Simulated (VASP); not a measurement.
Given:

```yaml
crystal:
  lattice:
    - [4.00562, 0.00000, 0.00000]
    - [0.00000, 4.00562, 0.00000]
    - [0.00000, 0.00000, 4.00562]
  atoms:
    - { symbol: K, position: [0.00000, 0.00000, 0.00000] }
    - { symbol: Mg, position: [0.50000, 0.50000, 0.50000] }
    - { symbol: F, position: [0.50000, 0.00000, 0.50000] }
    - { symbol: F, position: [0.00000, 0.50000, 0.50000] }
    - { symbol: F, position: [0.50000, 0.50000, 0.00000] }
```

The numbers are results of PBE GGA with D3 dispersion (Becke-Johnson damping), VASP's PBE PAW potentials (set 64) (plane waves; VASP 6.6.1), not measurements. Run with 520 eV cut-off, Gaussian smearing of 0.050 eV, potentials K_sv Mg F.

### Question
Give the energies of bands 8 to 17 at the high-symmetry points, in eV from the valence-band maximum.

### Answer

```
band      Γ      X      M      R
----  -----  -----  -----  -----
8     -2.39  -2.25  -3.06  -3.84
9     -2.39  -2.25  -2.10  -1.65
10    -2.39  -2.15  -1.86  -1.65
11    -0.61  -1.42  -1.11  -1.65
12    -0.61  -0.85  -1.01  -1.10
13    -0.61  -0.84  -1.01  -1.10
14    -0.32  -0.84  -0.88   0.00
15    -0.32  -0.52  -0.88   0.00
16    -0.32  -0.52  -0.02   0.00
17     7.19  10.02  10.83  10.39
```

The gap is indirect, 7.19 eV, from the valence maximum at R to the conduction minimum at Γ.

Measured: gap 12.40 eV (computed value off by -5.21 eV), as given by M. Sahnoun et al., Materials Chemistry and Physics (2004), doi:10.1016/j.matchemphys.2004.11.019.

The compound is KMgF3 in the cubic perovskite structure. It was relaxed first.
